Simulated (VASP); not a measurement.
A convergence study with VASP on CdS (zinc blende): a few settings are varied, all else stays as given below, so the limit is that of these other settings.

```
CELL_PARAMETERS angstrom
      0.00000     2.91000     2.91000
      2.91000     0.00000     2.91000
      2.91000     2.91000     0.00000
ATOMIC_POSITIONS crystal
  Cd 0.00000 0.00000 0.00000
  S  0.25000 0.25000 0.25000
```

Level of theory: PBE GGA, VASP's PBE PAW potentials (set 64) (plane waves; VASP). The last row used: 550 eV cut-off, 15×15×15 Γ-centred mesh, second-order Methfessel-Paxton smearing of 0.40 eV, potentials Cd S.

Gaps are read on the run's mesh, which can miss a band edge.

```json
[
 {"setting": "ISMEAR = -1, SIGMA = 0.01, 4×4×4 mesh", "E (eV/atom)": "-3.0402", "pressure (GPa)": "3.83", "gap on the mesh (eV)": "1.153", "irreducible k-points": "8"},
 {"setting": "ISMEAR = -1, SIGMA = 0.1, 4×4×4 mesh", "E (eV/atom)": "-3.0401", "pressure (GPa)": "3.83", "gap on the mesh (eV)": "1.153", "irreducible k-points": "8"},
 {"setting": "ISMEAR = 0, SIGMA = 0.01, 4×4×4 mesh", "E (eV/atom)": "-3.0402", "pressure (GPa)": "3.83", "gap on the mesh (eV)": "1.153", "irreducible k-points": "8"},
 {"setting": "ISMEAR = 0, SIGMA = 0.2, 4×4×4 mesh", "E (eV/atom)": "-3.0402", "pressure (GPa)": "3.83", "gap on the mesh (eV)": "1.153", "irreducible k-points": "8"},
 {"setting": "ISMEAR = 1, SIGMA = 0.05, 4×4×4 mesh", "E (eV/atom)": "-3.0401", "pressure (GPa)": "3.83", "gap on the mesh (eV)": "1.153", "irreducible k-points": "8"},
 {"setting": "ISMEAR = 1, SIGMA = 0.2, 4×4×4 mesh", "E (eV/atom)": "-3.0400", "pressure (GPa)": "3.82", "gap on the mesh (eV)": "1.153", "irreducible k-points": "8"},
 {"setting": "ISMEAR = 2, SIGMA = 0.05, 4×4×4 mesh", "E (eV/atom)": "-3.0401", "pressure (GPa)": "3.83", "gap on the mesh (eV)": "1.153", "irreducible k-points": "8"},
 {"setting": "ISMEAR = 2, SIGMA = 0.2, 4×4×4 mesh", "E (eV/atom)": "-3.0400", "pressure (GPa)": "3.83", "gap on the mesh (eV)": "1.153", "irreducible k-points": "8"},
 {"setting": "ISMEAR = -1, SIGMA = 0.01, 9×9×9 mesh", "E (eV/atom)": "-3.0571", "pressure (GPa)": "3.66", "gap on the mesh (eV)": "1.165", "irreducible k-points": "35"},
 {"setting": "ISMEAR = -1, SIGMA = 0.2, 9×9×9 mesh", "E (eV/atom)": "-3.0568", "pressure (GPa)": "3.67", "gap on the mesh (eV)": "1.165", "irreducible k-points": "35"},
 {"setting": "ISMEAR = 0, SIGMA = 0.01, 9×9×9 mesh", "E (eV/atom)": "-3.0571", "pressure (GPa)": "3.66", "gap on the mesh (eV)": "1.165", "irreducible k-points": "35"},
 {"setting": "ISMEAR = 0, SIGMA = 0.4, 9×9×9 mesh", "E (eV/atom)": "-3.0571", "pressure (GPa)": "3.66", "gap on the mesh (eV)": "1.165", "irreducible k-points": "35"},
 {"setting": "ISMEAR = 1, SIGMA = 0.05, 9×9×9 mesh", "E (eV/atom)": "-3.0571", "pressure (GPa)": "3.66", "gap on the mesh (eV)": "1.165", "irreducible k-points": "35"},
 {"setting": "ISMEAR = 1, SIGMA = 0.4, 9×9×9 mesh", "E (eV/atom)": "-3.0572", "pressure (GPa)": "3.62", "gap on the mesh (eV)": "1.165", "irreducible k-points": "35"},
 {"setting": "ISMEAR = 2, SIGMA = 0.05, 9×9×9 mesh", "E (eV/atom)": "-3.0571", "pressure (GPa)": "3.66", "gap on the mesh (eV)": "1.165", "irreducible k-points": "35"},
 {"setting": "ISMEAR = 2, SIGMA = 0.4, 9×9×9 mesh", "E (eV/atom)": "-3.0569", "pressure (GPa)": "3.66", "gap on the mesh (eV)": "1.165", "irreducible k-points": "35"},
 {"setting": "ISMEAR = -1, SIGMA = 0.05, 15×15×15 mesh", "E (eV/atom)": "-3.0572", "pressure (GPa)": "3.66", "gap on the mesh (eV)": "1.165", "irreducible k-points": "120"},
 {"setting": "ISMEAR = -1, SIGMA = 0.2, 15×15×15 mesh", "E (eV/atom)": "-3.0569", "pressure (GPa)": "3.67", "gap on the mesh (eV)": "1.165", "irreducible k-points": "120"},
 {"setting": "ISMEAR = 0, SIGMA = 0.1, 15×15×15 mesh", "E (eV/atom)": "-3.0572", "pressure (GPa)": "3.66", "gap on the mesh (eV)": "1.165", "irreducible k-points": "120"},
 {"setting": "ISMEAR = 0, SIGMA = 0.4, 15×15×15 mesh", "E (eV/atom)": "-3.0571", "pressure (GPa)": "3.66", "gap on the mesh (eV)": "1.165", "irreducible k-points": "120"},
 {"setting": "ISMEAR = 1, SIGMA = 0.1, 15×15×15 mesh", "E (eV/atom)": "-3.0572", "pressure (GPa)": "3.66", "gap on the mesh (eV)": "1.165", "irreducible k-points": "120"},
 {"setting": "ISMEAR = 1, SIGMA = 0.4, 15×15×15 mesh", "E (eV/atom)": "-3.0571", "pressure (GPa)": "3.62", "gap on the mesh (eV)": "1.165", "irreducible k-points": "120"},
 {"setting": "ISMEAR = 2, SIGMA = 0.1, 15×15×15 mesh", "E (eV/atom)": "-3.0572", "pressure (GPa)": "3.66", "gap on the mesh (eV)": "1.165", "irreducible k-points": "120"},
 {"setting": "ISMEAR = 2, SIGMA = 0.4, 15×15×15 mesh", "E (eV/atom)": "-3.0570", "pressure (GPa)": "3.65", "gap on the mesh (eV)": "1.165", "irreducible k-points": "120"}
]
```

Left out are rungs that failed or repeat a setting and relaxations that didn't move; long series are thinned to 24 rows.

The compound is CdS in the zinc blende structure, a metastable form; wurtzite is the usual one. The cell was not relaxed at this level.
